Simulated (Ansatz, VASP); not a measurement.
**SrGa3 in VASP and in Ansatz**

```
CELL_PARAMETERS angstrom
4.52233 0.00000 0.00000
0.00000 4.52233 0.00000
0.00000 0.00000 4.52233
ATOMIC_POSITIONS crystal
Sr 0.00000 0.00000 0.00000
Ga 0.00000 0.50000 0.50000
Ga 0.50000 0.50000 0.00000
Ga 0.50000 0.00000 0.50000
```

Alike in both runs: task single point; functional PBE; k mesh 8 × 8 × 8; occupations gaussian, width 0.05 eV; no spin polarisation.

```csv
,VASP,Ansatz
version,VASP 6.6.1,Ansatz 0.2.0
potentials or method,"VASP PAW PBE potentials, release 64 (Sr_sv, Ga_d)","scalar-relativistic, plane waves, PAW"
plane-wave cutoff (eV),520,420
valence electrons in the cell,49,49
```

Ansatz gave:

- gap on the k mesh at the Fermi level (eV): none
- pressure (GPa): 0.2

Q: Estimate VASP's values.

A: gap on the k mesh at the Fermi level (eV): none; pressure (GPa): 0.3.

A gap of «none» marks a metal or a gap that the smearing closes.
